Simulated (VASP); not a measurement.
# YMoSe3 (Pm-3m) in VASP: further runs

One crystal, YMoSe3, is run at these levels: PBE; tasks: single point.

Program: VASP 6.6.1. These are calculated values, not measurements. Logs are shortened: lines on timing, memory, paths and dates and some standing lists are left out, and cuts for length are marked.

## 1. The cell of the first run

It takes space group Pm-3m (No. 221, cubic). Conventional cell: a = 4.938 Å, b = 4.938 Å, c = 4.938 Å, α = 90.00°, β = 90.00°, γ = 90.00°. Y (site symmetry m-3m) is surrounded by 12 Se at 3.49 Å. Around Mo (site symmetry m-3m) lie 6 Se at 2.47 Å. Se (site symmetry 4/mmm) has 2 Mo at 2.47 Å as nearest neighbours.

The cell was built by a generator and needn't be a form met in nature.

## 2. Single point, PBE, collinear spin, typed start (species swapped into the BaCeO3 type (Pm-3m, No. 221))

INCAR

```
SYSTEM = YMoSe3
ALGO = Normal
EDIFF = 1E-7
ENCUT = 520
GGA = PE
ISIF = 2
ISMEAR = 0
ISPIN = 2
LASPH = .TRUE.
LCHARG = .FALSE.
LMAXMIX = 4
LORBIT = 11
LREAL = .FALSE.
LWAVE = .FALSE.
MAGMOM = 0 0.28 0 0 0
NBANDS = 34
NELM = 150
PREC = Accurate
SIGMA = 0.1
```

KPOINTS

```
k-points
0
G
  8 8 8
  0 0 0
```

POSCAR

```
YMoSe3
1.0
    4.9378334534      0.0000000000      0.0000000000
    0.0000000000      4.9378334534      0.0000000000
    0.0000000000      0.0000000000      4.9378334534
Y Mo Se
1 1 3
Direct
    0.5000000000      0.5000000000      0.5000000000
    0.0000000000      0.0000000000      0.0000000000
    0.0000000000      0.5000000000      0.0000000000
    0.0000000000      0.0000000000      0.5000000000
    0.5000000000      0.0000000000      0.0000000000
```

Potentials or basis: VASP PAW PBE potentials, release 64 (Y_sv, Mo_sv, Se).

On the command line:

```sh
cat potpaw_PBE.64/Y_sv/POTCAR potpaw_PBE.64/Mo_sv/POTCAR potpaw_PBE.64/Se/POTCAR > POTCAR
mpirun -np 1 vasp_std > vasp.out
```

OUTCAR:

```text
SYSTEM = YMoSe3
   EDIFF = 1E-7
   ENCUT = 520
   GGA = PE
   ISIF = 2
   ISMEAR = 0
   ISPIN = 2
   LASPH = .TRUE.
   LORBIT = 11
   LREAL = .FALSE.
   NELM = 150
   PREC = Accurate

 ion  position               nearest neighbor table
   1  0.500  0.500  0.500-   3 3.49   4 3.49   5 3.49   3 3.49   5 3.49   4 3.49   5 3.49   5 3.49
                             3 3.49   4 3.49   3 3.49   4 3.49
   2  0.000  0.000  0.000-   3 2.47   4 2.47   5 2.47   4 2.47   3 2.47   5 2.47
   3  0.000  0.500  0.000-   2 2.47   2 2.47   1 3.49   1 3.49   1 3.49   1 3.49
   4  0.000  0.000  0.500-   2 2.47   2 2.47   1 3.49   1 3.49   1 3.49   1 3.49
   5  0.500  0.000  0.000-   2 2.47   2 2.47   1 3.49   1 3.49   1 3.49   1 3.49

  LATTYP: Found a simple cubic cell.
 ALAT       =     4.9378334534

  Lattice vectors:

 A1 = (   4.9378334534,   0.0000000000,   0.0000000000)
 A2 = (   0.0000000000,   4.9378334534,   0.0000000000)
 A3 = (   0.0000000000,   0.0000000000,   4.9378334534)

Analysis of symmetry for initial positions (statically):
=====================================================================
 Subroutine PRICEL returns:
 Original cell was already a primitive cell.

 Routine SETGRP: Setting up the symmetry group for a
 simple cubic supercell.

 Subroutine GETGRP returns: Found 48 space group operations
 (whereof 48 operations were pure point group operations)
 out of a pool of 48 trial point group operations.

The static configuration has the point symmetry O_h .

Analysis of symmetry for dynamics (positions and initial velocities):
=====================================================================
 Subroutine PRICEL returns:
 Original cell was already a primitive cell.

 Routine SETGRP: Setting up the symmetry group for a
 simple cubic supercell.

 Subroutine GETGRP returns: Found 48 space group operations
 (whereof 48 operations were pure point group operations)
 out of a pool of 48 trial point group operations.

The dynamic configuration has the point symmetry O_h .

Analysis of structural, dynamic, and magnetic symmetry:
=====================================================================
 Subroutine PRICEL returns:
 Original cell was already a primitive cell.

 Routine SETGRP: Setting up the symmetry group for a
 simple cubic supercell.

 Subroutine GETGRP returns: Found 48 space group operations
 (whereof 48 operations were pure point group operations)
 out of a pool of 48 trial point group operations.

[... 142 lines left out ...]
 NGX is ok and might be reduce to    40
   NGX = 19   NGY = 19   NGZ = 19

 number of electron      42.9999999 magnetization       0.4580864

 Free energy of the ion-electron system (eV)
  ---------------------------------------------------
  ext. energy  EPLUGINS =         0.00000000
  ---------------------------------------------------
  free energy    TOTEN  =       -29.76413202 eV

  energy without entropy =      -29.73782668  energy(sigma->0) =      -29.75097935

 E-fermi :   5.6126     XC(G=0):  -9.9869

 val. band max:        5.6037980236   @ k =   0.3750   0.3750   0.0000
 cond. band min:       5.6177494328   @ k =   0.3750   0.3750   0.1250
 fundamental gap:      0.0139514093
 Fermi energy:         5.6125597621

 spin component 1

 k-point     1 :       0.0000    0.0000    0.0000
  band No.  band energies     occupation
      1     -56.0379      1.00000
      2     -39.4651      1.00000
      3     -30.2164      1.00000
      4     -30.2164      1.00000
      5     -30.2164      1.00000
      6     -19.3272      1.00000
[... 853 lines left out ...]
     32      10.8337      0.00000
     33      11.5083      0.00000

 [... further k-points ...]

 spin component 2

 k-point     1 :       0.0000    0.0000    0.0000
  band No.  band energies     occupation
      1     -55.8280      1.00000
      2     -39.4315      1.00000
      3     -29.9866      1.00000
      4     -29.9866      1.00000
      5     -29.9866      1.00000
      6     -19.2853      1.00000
[... 853 lines left out ...]
     32      10.9035      0.00000
     33      11.5740      0.00000

 [... further k-points ...]

 [bands above 33 left out]

------------------------ aborting loop because EDIFF is reached ----------------------------------------

  FORCE on cell =-STRESS in cart. coord.  units (eV):
  Direction    XX          YY          ZZ          XY          YZ          ZX
  --------------------------------------------------------------------------------------
  -------------------------------------------------------------------------------------
  Total        0.1660689      0.1660689      0.1660689     -0.0000000     -0.0000000      0.0000000
  in kB        2.2099868      2.2099868      2.2099868     -0.0000000     -0.0000000      0.0000000
  external PRESSURE =       2.2099868 kB  Pullay stress =       0.0000000 kB

 VOLUME and BASIS-vectors are now :
 -----------------------------------------------------------------------------
  energy-cutoff  :      520.00
  volume of cell :      120.40
      direct lattice vectors                 reciprocal lattice vectors
     4.937833453  0.000000000  0.000000000     0.202517969  0.000000000  0.000000000
     0.000000000  4.937833453  0.000000000     0.000000000  0.202517969  0.000000000
     0.000000000  0.000000000  4.937833453     0.000000000  0.000000000  0.202517969

 POSITION                                       TOTAL-FORCE (eV/Angst)
 -----------------------------------------------------------------------------------
      2.46892      2.46892      2.46892         0.000000      0.000000      0.000000
      0.00000      0.00000      0.00000         0.000000      0.000000      0.000000
      0.00000      2.46892      0.00000         0.000000      0.000000      0.000000
      0.00000      0.00000      2.46892         0.000000      0.000000      0.000000
      2.46892      0.00000      0.00000         0.000000      0.000000      0.000000
 -----------------------------------------------------------------------------------
    total drift:                               -0.000000      0.000000     -0.000000

  FREE ENERGIE OF THE ION-ELECTRON SYSTEM (eV)
  ---------------------------------------------------
  free  energy   TOTEN  =       -29.7641320215 eV

  energy  without entropy=      -29.7378266831  energy(sigma->0) =      -29.75097935

 total charge

# of ion       s       p       d       f       tot
--------------------------------------------------
    1        2.110   6.042   0.705   0.018   8.875
    2        2.266   6.172   4.020   0.000  12.458
    3        1.458   2.393   0.049   0.000   3.900
    4        1.458   2.393   0.049   0.000   3.900
    5        1.458   2.393   0.049   0.000   3.900
--------------------------------------------------
tot          8.751  19.393   4.871   0.018  33.033

 magnetization (x)

# of ion       s       p       d       f       tot
--------------------------------------------------
    1        0.012   0.003   0.051   0.000   0.067
    2        0.003   0.002   0.314   0.000   0.319
    3        0.000  -0.006   0.001   0.000  -0.005
    4        0.000  -0.006   0.001   0.000  -0.005
    5        0.000  -0.006   0.001   0.000  -0.005
--------------------------------------------------
tot          0.015  -0.012   0.369   0.000   0.372
```

OSZICAR:

```text
N       E                     dE             d eps       ncg     rms          rms(c)
DAV:   1     0.287121906804E+03    0.28712E+03   -0.19968E+04  4800   0.115E+03
DAV:   2    -0.151645606137E+02   -0.30229E+03   -0.28957E+03  5624   0.298E+02
[... 19 lines left out ...]
DAV:  22    -0.297641333593E+02    0.47804E-04   -0.51614E-04  4892   0.948E-02    0.223E-02
DAV:  23    -0.297641317753E+02    0.15839E-05   -0.90990E-05  5650   0.383E-02    0.679E-03
DAV:  24    -0.297641336239E+02   -0.18486E-05   -0.25590E-05  5660   0.209E-02    0.511E-03
DAV:  25    -0.297641319171E+02    0.17068E-05   -0.25011E-05  5006   0.209E-02    0.254E-03
DAV:  26    -0.297641320313E+02   -0.11417E-06   -0.78875E-07  4848   0.332E-03    0.652E-04
DAV:  27    -0.297641320215E+02    0.97234E-08   -0.93860E-08  3034   0.131E-03
   1 F= -.29764132E+02 E0= -.29750979E+02  d E =-.263053E-01  mag=     0.4592
```

stdout:

```text
POSCAR found type information on POSCAR Y MoSe
 POSCAR found :  3 types and       5 ions
 scaLAPACK will be used
 LDA part: xc-table for (Slater+PW92), standard interpolation
 POSCAR, INCAR and KPOINTS ok, starting setup
 FFT: planning ... GRIDC
 FFT: planning ... GRID_SOFT
 FFT: planning ... GRID
 WAVECAR not read
 entering main loop
```

It took 4.2 min on 1 thread of Intel Xeon 6975P-C (Granite Rapids), shared host; peak memory 0.46 GiB.

Results:

| Quantity | Value |
| --- | --- |
| Free energy | -29.7641 eV |
| Pressure | 0.2 GPa |
| Band gap on the k mesh | none (metal or under the smearing width) |
| Net moment | 0.46 μB per cell |
| Site moments | Y +0.07; Mo +0.32; Se -0.01 μB |
| Valence electrons inside the program's atomic spheres | Y 8.88; Mo 12.46; Se 3.90 |

## 3. Single point, PBE, collinear spin, typed start (species swapped into the BaCeO3 type (Pm-3m, No. 221))

INCAR

```
PREC = Accurate
ENCUT = 520
EDIFF = 1E-7
ISMEAR = 0
SIGMA = 0.1
LREAL = F
LASPH = T
NELM = 150
ALGO = Normal
ISIF = 2
LWAVE = F
LCHARG = F
ISPIN = 2
MAGMOM = 0 1 0 0 0
LORBIT = 11
LMAXMIX = 4
GGA = PE
NBANDS = 34
```

KPOINTS

```
regular mesh
0
Gamma
  4 4 4
```

Edit POSCAR of step 2 so:

```diff
@@ -2,5 +2,5 @@
 1.0
-    4.9378334534      0.0000000000      0.0000000000
-    0.0000000000      4.9378334534      0.0000000000
-    0.0000000000      0.0000000000      4.9378334534
+    4.9247863600      0.0000000000      0.0000000000
+    0.0000000000      4.9247863600      0.0000000000
+    0.0000000000      0.0000000000      4.9247863600
 Y Mo Se
```

Potentials or basis: VASP PAW PBE potentials, release 64 (Y_sv, Mo_sv, Se).

On the command line:

```sh
cat potpaw_PBE.64/Y_sv/POTCAR potpaw_PBE.64/Mo_sv/POTCAR potpaw_PBE.64/Se/POTCAR > POTCAR
mpirun -np 1 vasp_std > vasp.out
```

Wall time 56 s (1 thread of Intel Xeon 6975P-C (Granite Rapids), shared host); peak memory 0.33 GiB.

Results (log left out):

```yaml
Free_energy: -29.6814 eV
Pressure: 0.9 GPa
Band_gap_on_the_k_mesh: none (metal or under the smearing width)
Net_moment: 0.43 μB per cell
Site_moments: Y -0.01; Mo +0.31; Se +0.02 μB
Valence_electrons_inside_the_program's_atomic_spheres: Y 8.88; Mo 12.46; Se 3.91
```

Levels at points of the mesh, in eV from the Fermi level:
Spin up:
```csv
k point,band 17,band 18,band 19,band 20,band 21,band 22,band 23,band 24,band 25,band 26
"(0.00, 0.00, 0.00)",-2.09,-1.89,-1.89,-1.89,-1.00,-1.00,-1.00,-0.30,-0.30,0.13
"(0.50, 0.00, 0.00)",-4.07,-3.28,-1.74,-1.52,-1.52,0.28,0.74,0.74,0.78,1.12
"(0.50, 0.50, 0.00)",-3.20,-3.18,-3.18,-0.79,0.05,0.34,0.34,0.87,1.20,1.51
"(0.50, 0.50, 0.50)",-5.23,-0.42,-0.42,-0.42,0.18,0.62,0.62,0.62,0.99,0.99
```
Spin down:
```csv
k point,band 18,band 19,band 20,band 21,band 22,band 23,band 24,band 25
"(0.00, 0.00, 0.00)",-1.68,-1.68,-1.68,-0.97,-0.97,-0.97,-0.25,-0.25
"(0.50, 0.00, 0.00)",-3.26,-1.50,-1.50,-1.50,0.40,0.77,0.95,0.95
"(0.50, 0.50, 0.00)",-3.15,-3.15,-0.76,0.24,0.53,0.53,0.94,1.23
"(0.50, 0.50, 0.50)",-0.39,-0.39,-0.39,0.18,0.87,0.87,0.87,0.99
```
